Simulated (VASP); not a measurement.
Output of a VASP run:

OUTCAR:
```
 ion  position               nearest neighbor table
   1  0.500  0.000  0.000-  32 2.60  46 2.60  54 2.60  62 2.60
   2  0.750  0.250  0.000-  32 2.60  33 2.60  44 2.60  55 2.60
   3  0.750  0.000  0.250-  32 2.60  34 2.60  38 2.60  49 2.60
   4  0.000  0.000  0.000-  35 2.60  38 2.60  44 2.60  63 2.60
   5  0.250  0.250  0.000-  35 2.60  36 2.60  54 2.60  60 2.60
   6  0.500  0.500  0.000-  36 2.60  37 2.60  55 2.60  61 2.60
   7  0.750  0.750  0.000-  37 2.60  38 2.60  56 2.60  62 2.60
   8  0.250  0.000  0.250-  35 2.60  39 2.60  46 2.60  57 2.60
   9  0.500  0.250  0.250-  32 2.60  36 2.60  39 2.60  40 2.65
  10  0.750  0.500  0.250-  40 2.59  37 2.60  33 2.60  41 2.60
  11  0.500  0.000  0.500-  39 2.60  42 2.60  49 2.60  59 2.60
  12  0.750  0.250  0.500-  34 2.60  42 2.60  43 2.60  40 2.60
  13  0.750  0.000  0.750-  42 2.60  44 2.60  53 2.60  62 2.60
  14  0.000  0.500  0.000-  33 2.60  45 2.60  56 2.60  60 2.60
  15  0.250  0.750  0.000-  45 2.60  46 2.60  61 2.60  63 2.60
  16  0.000  0.250  0.250-  33 2.60  34 2.60  35 2.60  47 2.60
  17  0.250  0.500  0.250-  36 2.60  45 2.60  47 2.60  48 2.62
  18  0.500  0.750  0.250-  48 2.58  46 2.60  37 2.60  49 2.60
  19  0.000  0.000  0.500-  34 2.60  50 2.60  53 2.60  57 2.60
  20  0.250  0.250  0.500-  39 2.60  47 2.60  50 2.60  51 2.64
  21  0.750  0.750  0.500-  41 2.60  49 2.60  53 2.60  52 2.65
  22  0.250  0.000  0.750-  50 2.60  54 2.60  59 2.60  63 2.60
  23  0.500  0.250  0.750-  42 2.60  54 2.60  55 2.60  51 2.61
  24  0.750  0.500  0.750-  52 2.58  43 2.60  55 2.60  56 2.60
  25  0.000  0.750  0.250-  38 2.60  41 2.60  45 2.60  57 2.60
  26  0.000  0.500  0.500-  41 2.60  43 2.60  47 2.60  58 2.60
  27  0.250  0.750  0.500-  48 2.59  57 2.60  58 2.60  59 2.60
  28  0.000  0.250  0.750-  43 2.60  44 2.60  50 2.60  60 2.60
  29  0.250  0.500  0.750-  51 2.57  58 2.60  60 2.60  61 2.60
  30  0.500  0.750  0.750-  59 2.60  61 2.60  62 2.60  52 2.60
  31  0.000  0.750  0.750-  53 2.60  56 2.60  58 2.60  63 2.60
  32  0.625  0.125  0.125-   1 2.60   2 2.60   3 2.60   9 2.60
  33  0.875  0.375  0.125-   2 2.60  10 2.60  14 2.60  16 2.60
  34  0.875  0.125  0.375-   3 2.60  12 2.60  16 2.60  19 2.60
  35  0.125  0.125  0.125-   4 2.60   5 2.60   8 2.60  16 2.60
  36  0.375  0.375  0.125-   5 2.60   6 2.60   9 2.60  17 2.60
  37  0.625  0.625  0.125-   6 2.60   7 2.60  10 2.60  18 2.60
  38  0.875  0.875  0.125-   3 2.60   4 2.60   7 2.60  25 2.60
  39  0.375  0.125  0.375-   8 2.60   9 2.60  11 2.60  20 2.60
  40  0.625  0.379  0.378-  64 2.56  10 2.59  12 2.60   9 2.65
  41  0.875  0.625  0.375-  10 2.60  21 2.60  25 2.60  26 2.60
  42  0.625  0.125  0.625-  11 2.60  12 2.60  13 2.60  23 2.60
  43  0.875  0.375  0.625-  12 2.60  24 2.60  26 2.60  28 2.60
  44  0.875  0.125  0.875-   2 2.60   4 2.60  13 2.60  28 2.60
  45  0.125  0.625  0.125-  14 2.60  15 2.60  17 2.60  25 2.60
  46  0.375  0.875  0.125-   1 2.60   8 2.60  15 2.60  18 2.60
  47  0.125  0.375  0.375-  16 2.60  17 2.60  20 2.60  26 2.60
  48  0.376  0.627  0.375-  18 2.58  27 2.59  17 2.62  64 2.64
  49  0.625  0.875  0.375-   3 2.60  11 2.60  18 2.60  21 2.60
  50  0.125  0.125  0.625-  19 2.60  20 2.60  22 2.60  28 2.60
  51  0.376  0.379  0.626-  64 2.53  29 2.57  23 2.61  20 2.64
  52  0.623  0.622  0.626-  64 2.57  24 2.58  30 2.60  21 2.65
  53  0.875  0.875  0.625-  13 2.60  19 2.60  21 2.60  31 2.60
  54  0.375  0.125  0.875-   1 2.60   5 2.60  22 2.60  23 2.60
  55  0.625  0.375  0.875-   2 2.60   6 2.60  23 2.60  24 2.60
  56  0.875  0.625  0.875-   7 2.60  14 2.60  24 2.60  31 2.60
  57  0.125  0.875  0.375-   8 2.60  19 2.60  25 2.60  27 2.60
  58  0.125  0.625  0.625-  26 2.60  27 2.60  29 2.60  31 2.60
  59  0.375  0.875  0.625-  11 2.60  22 2.60  27 2.60  30 2.60
  60  0.125  0.375  0.875-   5 2.60  14 2.60  28 2.60  29 2.60
  61  0.375  0.625  0.875-   6 2.60  15 2.60  29 2.60  30 2.60
  62  0.625  0.875  0.875-   1 2.60   7 2.60  13 2.60  30 2.60
  63  0.125  0.875  0.875-   4 2.60  15 2.60  22 2.60  31 2.60
  64  0.500  0.498  0.503-  51 2.53  40 2.56  52 2.57  48 2.64
 Subroutine IBZKPT returns following result:
 Found      1 irreducible k-points:

 Following reciprocal coordinates:
            Coordinates               Weight
  0.000000  0.000000  0.000000      1.000000
   k-points           NKPTS =      1   k-points in BZ     NKDIM =      1   number of bands    NBANDS=    165
   number of dos      NEDOS =    301   number of ions     NIONS =     64
   total plane-waves  NPLWV = 216000
   dimension x,y,z NGX =    60 NGY =   60 NGZ =   60
   dimension x,y,z NGXF=   120 NGYF=  120 NGZF=  120
   ions per type =              31  32   1
   PREC   = normal    normal or accurate (medium, high low for compatibility)
   ISTART =      0    job   : 0-new  1-cont  2-samecut
   ICHARG =      2    charge: 1-file 2-atom 10-const
...
```

File OSZICAR:
```
...
       N       E                     dE             d eps       ncg     rms          rms(c)
DAV:   1    -0.267847686006E+03   -0.65338E-04   -0.21862E-02   776   0.258E-01    0.957E-02
RMM:   2    -0.267847839445E+03   -0.15344E-03   -0.17132E-03   660   0.921E-02    0.483E-02
RMM:   3    -0.267847912221E+03   -0.72776E-04   -0.50357E-04   750   0.617E-02    0.105E-01
RMM:   4    -0.267847870871E+03    0.41350E-04   -0.12271E-04   584   0.323E-02    0.217E-02
RMM:   5    -0.267847870441E+03    0.42992E-06   -0.32959E-05   457   0.123E-02
  10 F= -.26784787E+03 E0= -.26784785E+03  d E =-.443810E-02  mag=     5.0000
       N       E                     dE             d eps       ncg     rms          rms(c)
DAV:   1    -0.267848757741E+03   -0.88687E-03   -0.51709E-02   736   0.405E-01    0.149E-01
RMM:   2    -0.267849077150E+03   -0.31941E-03   -0.38105E-03   660   0.140E-01    0.102E-01
RMM:   3    -0.267849240813E+03   -0.16366E-03   -0.12648E-03   738   0.962E-02    0.160E-01
RMM:   4    -0.267849143135E+03    0.97677E-04   -0.32098E-04   675   0.517E-02    0.346E-02
RMM:   5    -0.267849141092E+03    0.20437E-05   -0.77485E-05   526   0.184E-02
  11 F= -.26784914E+03 E0= -.26784912E+03  d E =-.127065E-02  mag=     5.0000
       N       E                     dE             d eps       ncg     rms          rms(c)
DAV:   1    -0.267849130101E+03    0.13034E-04   -0.44217E-02   752   0.375E-01    0.138E-01
RMM:   2    -0.267849401741E+03   -0.27164E-03   -0.32203E-03   660   0.128E-01    0.121E-01
RMM:   3    -0.267849507079E+03   -0.10534E-03   -0.11775E-03   734   0.936E-02    0.147E-01
RMM:   4    -0.267849428335E+03    0.78744E-04   -0.26210E-04   687   0.463E-02    0.316E-02
RMM:   5    -0.267849424886E+03    0.34490E-05   -0.61476E-05   496   0.160E-02
  12 F= -.26784942E+03 E0= -.26784940E+03  d E =-.155444E-02  mag=     5.0000
       N       E                     dE             d eps       ncg     rms          rms(c)
DAV:   1    -0.267849547651E+03   -0.11932E-03   -0.65647E-02   712   0.445E-01    0.161E-01
RMM:   2    -0.267850019629E+03   -0.47198E-03   -0.46805E-03   660   0.159E-01    0.176E-01
RMM:   3    -0.267850079025E+03   -0.59397E-04   -0.16138E-03   740   0.114E-01    0.150E-01
RMM:   4    -0.267850012027E+03    0.66998E-04   -0.32052E-04   695   0.496E-02    0.393E-02
RMM:   5    -0.267850006624E+03    0.54030E-05   -0.63860E-05   484   0.167E-02
  13 F= -.26785001E+03 E0= -.26784998E+03  d E =-.581739E-03  mag=     5.0000
       N       E                     dE             d eps       ncg     rms          rms(c)
DAV:   1    -0.267849995477E+03    0.16550E-04   -0.12790E-03   776   0.644E-02    0.251E-02
RMM:   2    -0.267850004124E+03   -0.86473E-05   -0.86252E-05   626   0.234E-02    0.399E-02
RMM:   3    -0.267849999866E+03    0.42586E-05   -0.33475E-05   440   0.178E-02    0.194E-02
RMM:   4    -0.267849999530E+03    0.33585E-06   -0.76077E-06   385   0.946E-03
  14 F= -.26785000E+03 E0= -.26784998E+03  d E =-.574644E-03  mag=     5.0000
       N       E                     dE             d eps       ncg     rms          rms(c)
DAV:   1    -0.267850167651E+03   -0.16779E-03   -0.27538E-02   704   0.276E-01    0.104E-01
RMM:   2    -0.267850325019E+03   -0.15737E-03   -0.19716E-03   660   0.906E-02    0.290E-02
RMM:   3    -0.267850364925E+03   -0.39906E-04   -0.41572E-04   737   0.482E-02    0.510E-02
RMM:   4    -0.267850360128E+03    0.47968E-05   -0.85961E-05   593   0.249E-02
  15 F= -.26785036E+03 E0= -.26785034E+03  d E =-.360598E-03  mag=     5.0000
```

OUTCAR:
```
------------------------ aborting loop because EDIFF is reached ----------------------------------------
  FORCE on cell =-STRESS in cart. coord.  units (eV):
  Direction    XX          YY          ZZ          XY          YZ          ZX
  --------------------------------------------------------------------------------------
  Total       -5.4054785     -5.3988243     -5.4266917     -0.0025787     -0.0048181      0.0048788
  in kB       -5.0124830     -5.0063126     -5.0321540     -0.0023913     -0.0044678      0.0045241
  external PRESSURE =      -5.0169832 kB  Pullay stress =       0.0000000 kB
  volume of cell :     1727.79
      direct lattice vectors                 reciprocal lattice vectors
    11.999521734  0.000000000  0.000000000     0.083336655  0.000000000  0.000000000
     0.000000000 11.999521734  0.000000000     0.000000000  0.083336655  0.000000000
     0.000000000  0.000000000 11.999521734     0.000000000  0.000000000  0.083336655
  FREE ENERGIE OF THE ION-ELECTRON SYSTEM (eV)
  ---------------------------------------------------
  free  energy   TOTEN  =      -267.8503601282 eV

  energy  without entropy=     -267.8503113873  energy(sigma->0) =     -267.85033576

 total charge

# of ion       s       p       d       tot
------------------------------------------
    1        1.163   1.336   0.210   2.708
    2        1.162   1.357   0.215   2.734
    3        1.162   1.358   0.215   2.734
    4        1.161   1.354   0.214   2.729
    5        1.162   1.357   0.214   2.734
    6        1.162   1.370   0.218   2.750
    7        1.162   1.356   0.214   2.733
    8        1.162   1.357   0.214   2.734
    9        1.164   1.336   0.209   2.709
   10        1.164   1.337   0.210   2.711
   11        1.162   1.371   0.218   2.751
   12        1.164   1.337   0.210   2.711
   13        1.162   1.356   0.214   2.733
   14        1.163   1.334   0.209   2.707
   15        1.162   1.356   0.214   2.733
   16        1.162   1.357   0.215   2.734
   17        1.164   1.336   0.209   2.709
   18        1.164   1.337   0.210   2.711
   19        1.163   1.335   0.210   2.708
   20        1.164   1.336   0.210   2.710
   21        1.164   1.337   0.210   2.710
   22        1.162   1.357   0.214   2.733
   23        1.164   1.338   0.210   2.711
   24        1.164   1.337   0.210   2.710
   25        1.162   1.357   0.214   2.734
   26        1.162   1.371   0.218   2.751
   27        1.164   1.337   0.210   2.711
   28        1.162   1.357   0.214   2.733
   29        1.164   1.337   0.210   2.711
   30        1.164   1.337   0.210   2.711
   31        1.162   1.356   0.214   2.732
   32        1.028   1.470   0.000   2.498
   33        1.028   1.470   0.000   2.498
   34        1.028   1.470   0.000   2.498
   35        1.026   1.476   0.000   2.502
   36        1.026   1.477   0.000   2.503
   37        1.026   1.477   0.000   2.503
   38        1.026   1.476   0.000   2.502
   39        1.026   1.477   0.000   2.503
   40        1.033   1.456   0.000   2.490
   41        1.026   1.477   0.000   2.503
   42        1.026   1.477   0.000   2.503
   43        1.026   1.477   0.000   2.503
   44        1.026   1.476   0.000   2.502
   45        1.028   1.470   0.000   2.498
   46        1.028   1.470   0.000   2.498
   47        1.026   1.477   0.000   2.503
   48        1.033   1.456   0.000   2.489
...
```
(Selected blocks of OUTCAR.)

POSCAR:
```
FeIn31P32
1
   11.9995217336     0.0000000000     0.0000000000
    0.0000000000    11.9995217336    -0.0000000000
   -0.0000000000    -0.0000000000    11.9995217336
In P Fe
31 32 1
Direct
  0.5000000000   0.0000000000   0.0000000000
  0.7500000000   0.2500000000   0.0000000000
  0.7500000000   0.0000000000   0.2500000000
  0.0000000000   0.0000000000   0.0000000000
  0.2500000000   0.2500000000   0.0000000000
  0.5000000000   0.5000000000   0.0000000000
  0.7500000000   0.7500000000   0.0000000000
  0.2500000000   0.0000000000   0.2500000000
  0.5000000000   0.2500000000   0.2500000000
  0.7500000000   0.5000000000   0.2500000000
  0.5000000000   0.0000000000   0.5000000000
  0.7500000000   0.2500000000   0.5000000000
  0.7500000000   0.0000000000   0.7500000000
  0.0000000000   0.5000000000   0.0000000000
  0.2500000000   0.7500000000   0.0000000000
  0.0000000000   0.2500000000   0.2500000000
  0.2500000000   0.5000000000   0.2500000000
  0.5000000000   0.7500000000   0.2500000000
  0.0000000000   0.0000000000   0.5000000000
  0.2500000000   0.2500000000   0.5000000000
  0.7500000000   0.7500000000   0.5000000000
  0.2500000000   0.0000000000   0.7500000000
  0.5000000000   0.2500000000   0.7500000000
  0.7500000000   0.5000000000   0.7500000000
  0.0000000000   0.7500000000   0.2500000000
  0.0000000000   0.5000000000   0.5000000000
  0.2500000000   0.7500000000   0.5000000000
  0.0000000000   0.2500000000   0.7500000000
  0.2500000000   0.5000000000   0.7500000000
  0.5000000000   0.7500000000   0.7500000000
  0.0000000000   0.7500000000   0.7500000000
  0.6250000000   0.1250000000   0.1250000000
  0.8750000000   0.3750000000   0.1250000000
  0.8750000000   0.1250000000   0.3750000000
  0.1250000000   0.1250000000   0.1250000000
  0.3750000000   0.3750000000   0.1250000000
  0.6250000000   0.6250000000   0.1250000000
  0.8750000000   0.8750000000   0.1250000000
  0.3750000000   0.1250000000   0.3750000000
  0.6253970000   0.3789800000   0.3783840000
  0.8750000000   0.6250000000   0.3750000000
  0.6250000000   0.1250000000   0.6250000000
  0.8750000000   0.3750000000   0.6250000000
  0.8750000000   0.1250000000   0.8750000000
  0.1250000000   0.6250000000   0.1250000000
  0.3750000000   0.8750000000   0.1250000000
  0.1250000000   0.3750000000   0.3750000000
  0.3759010000   0.6266260000   0.3753440000
  0.6250000000   0.8750000000   0.3750000000
  0.1250000000   0.1250000000   0.6250000000
  0.3760340000   0.3789900000   0.6264110000
  0.6229730000   0.6215120000   0.6264810000
  0.8750000000   0.8750000000   0.6250000000
  0.3750000000   0.1250000000   0.8750000000
  0.6250000000   0.3750000000   0.8750000000
  0.8750000000   0.6250000000   0.8750000000
  0.1250000000   0.8750000000   0.3750000000
  0.1250000000   0.6250000000   0.6250000000
  0.3750000000   0.8750000000   0.6250000000
  0.1250000000   0.3750000000   0.8750000000
  0.3750000000   0.6250000000   0.8750000000
  0.6250000000   0.8750000000   0.8750000000
  0.1250000000   0.8750000000   0.8750000000
  0.4995470000   0.4976530000   0.5032850000
```

### Question
Reconstruct the remaining input files.

### Answer
Several could match; the one computed here: the input of the run itself, PBE GGA, plane waves, VASP's PBE PAW potentials (set 64).

File KPOINTS:
```
Automatic mesh
0
Gamma
1 1 1
0 0 0
```

INCAR:
```
SYSTEM = FeIn31P32
LCHARG = .FALSE.
LMAXMIX = 4   ! l cut-off of mixed one-centre charges
LWAVE = .TRUE.
ISIF = 2   ! forces and stress, cell fixed
ISPIN = 2   ! spin-polarised
NSW = 60   ! most ionic steps
GGA = PE
LASPH = .TRUE.   ! aspherical one-centre terms
ALGO = Fast   ! Davidson, then RMM-DIIS
MAGMOM = 63*0.0 3.0
NELM = 100   ! most electronic steps
LREAL = Auto
SIGMA = 0.05
IBRION = 2   ! conjugate gradients
ENCUT = 400   ! plane-wave cut-off (eV)
ISYM = 0
EDIFFG = -0.03   ! ionic stop
LORBIT = 10
ISMEAR = 0   ! Gaussian
EDIFF = 1E-5
NELMIN = 4
PREC = Normal
```

POTCAR, in this order: In P Fe (PBE.64 set). Program: vasp_gam.

The supercell is sampled at Γ alone, which is coarse: total energies, pressure and levels can be off, energies of defects by several tenths of an eV.

The cell is a supercell with a defect, built from InP (zinc blende): Fe_In.
